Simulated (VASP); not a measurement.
Given:

```xyz
2
Lattice="1.8095 -3.1341 0.0000 1.8095 3.1341 0.0000 0.0000 0.0000 5.6650" Properties=species:S:1:pos:R:3 pbc="T T T"
Gd     1.8095     1.0447     1.4162
Gd     1.8095    -1.0447     4.2487
```

Level of theory: TPSS meta-GGA, VASP's PBE PAW potentials (set 64) (plane waves; VASP). Run with 520 eV cut-off, 13×13×7 Γ-centred mesh, tetrahedra with Blöchl corrections, potentials Gd_3.

The 4f electrons are frozen in the core of the lanthanide potential, so 4f levels, which can set the real gap, and their magnetism are missing.

Estimate the energy per atom (σ→0), band gap (over mesh and band path) with the smallest direct gap where there is one.

```
Property                                                              Result
----------------------------------  ----------------------------------------
band gap (over mesh and band path)  none (metal, semimetal or under 0.01 eV)
energy per atom (σ→0)                                         -9.084 eV/atom
```

The absolute energy has meaning only against runs of the same code, potentials and settings.

The compound is Gd in the hcp structure. It was relaxed first.
